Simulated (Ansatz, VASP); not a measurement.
## One calculation of LaBi, two programs

INCAR

```
SYSTEM = LaBi
PREC = Accurate ; ENCUT = 520
EDIFF = 1E-6 ; ISMEAR = -1
SIGMA = 0.1 ; LREAL = .FALSE.
LASPH = .TRUE. ; NELM = 100
ALGO = Normal ; ISIF = 2
LWAVE = .FALSE. ; LCHARG = .FALSE.
NBANDS = 20
```

KPOINTS

```
Automatic mesh
0
G
  6 6 6
  0 0 0
```

The input POSCAR:

```
LaBi
1.0
    0.0000000000      3.2825000000      3.2825000000
    3.2825000000      0.0000000000      3.2825000000
    3.2825000000      3.2825000000      0.0000000000
La Bi
1 1
Direct
    0.0000000000      0.0000000000      0.0000000000
    0.4923838538      0.4923838538      0.5076161462
```

Input for Ansatz:

```yaml
crystal:
  lattice:
    - [0.0, 3.2825, 3.2825]
    - [3.2825, 0.0, 3.2825]
    - [3.2825, 3.2825, 0.0]
  atoms:
    - { symbol: La, position: [0.0, 0.0, 0.0] }
    - { symbol: Bi, position: [0.4923838537699924, 0.4923838537699924, 0.5076161462300076] }
kpoints:
  mp_grid:
    grid: [6, 6, 6]
    shift: [0.0, 0.0, 0.0]
hamiltonian:
  xc: lda
scf:
  occupations:
    method: fermi_dirac
output:
  forces: true
```

Alike in both runs: task single point; functional LDA; k mesh 6 × 6 × 6; no spin polarisation.

|  | VASP | Ansatz |
| --- | --- | --- |
| version | VASP 6.6.1 | Ansatz 0.2.0 |
| potentials or method | VASP PAW LDA potentials, release 64 (La, Bi_d) | plane waves, PAW |
| plane-wave cutoff (eV) | 520 | 420 |
| occupations | fermi-dirac, width 0.1 eV | fermi-dirac |
| valence electrons in the cell | 26 | 26 |

```tsv
	VASP	Ansatz	Ansatz less VASP
rms of the force components (eV/Å)	0.098	0.097	-0.0011
```

Atom by atom the forces differ by 0.001 eV/Å (rms over components).
